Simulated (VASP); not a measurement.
Calculation: PBE GGA, VASP's PBE PAW potentials (set 64) (plane waves; VASP 6.6.1).

VASP input:

**POSCAR**
```
MnS
1.0
  5.2200000000   2.6100000000   2.6100000000
  2.6100000000   5.2200000000   2.6100000000
  2.6100000000   2.6100000000   5.2200000000
Mn S
2 2
Cartesian
  0.0000000000   0.0000000000   0.0000000000
  5.2200000000   5.2200000000   5.2200000000
  2.6100000000   2.6100000000   2.6100000000
  7.8300000000   7.8300000000   7.8300000000
```

### KPOINTS
```
Automatic
0
G
5 5 5
0 0 0
```

### INCAR
```
# general
SYSTEM  = MnS
PREC    = Accurate
ENCUT   = 520
LREAL   = .False.
LASPH   = .True.

# electronic loop
EDIFF   = 1E-6
NELM    = 100
ALGO    = Normal
LMAXMIX = 4

# smearing
ISMEAR  = 0
SIGMA   = 0.05

# functional
GGA     = PE

# spin
ISPIN   = 2
MAGMOM  = 5.0 -5.0 2*0.0

# ions
ISIF    = 2

# output
LWAVE   = .False.
LCHARG  = .False.
LORBIT  = 10
```

POTCAR, in this order: Mn_pv S (PBE.64 set). Program: vasp_std.

What does the run give for the energy per atom (σ→0), cell moment, pressure?

```json
{
 "energy per atom (σ→0)": "-7.096 eV/atom",
 "cell_moment": "0.00 μB",
 "pressure": "-3.52 GPa"
}
```

**OSZICAR**
```
...
DAV:   9    -0.283805190820E+02    0.75318E-02   -0.56300E-02  2350   0.252E+00    0.515E-01
DAV:  10    -0.283854146920E+02   -0.48956E-02   -0.49982E-03  2066   0.657E-01    0.248E-01
DAV:  11    -0.283857980491E+02   -0.38336E-03   -0.40627E-04  2140   0.170E-01    0.155E-01
DAV:  12    -0.283859154122E+02   -0.11736E-03   -0.15579E-04  2049   0.836E-02    0.718E-02
DAV:  13    -0.283859357735E+02   -0.20361E-04   -0.27034E-05  1965   0.480E-02    0.153E-02
DAV:  14    -0.283859350294E+02    0.74404E-06   -0.13800E-05  2084   0.199E-02    0.806E-03
DAV:  15    -0.283859356780E+02   -0.64861E-06   -0.12718E-06  1175   0.146E-02
   1 F= -.28385936E+02 E0= -.28385936E+02  d E =-.143582E-23  mag=    -0.0000
```

The compound is MnS in the rock salt, AFM-II order structure. The cell was not relaxed at this level.
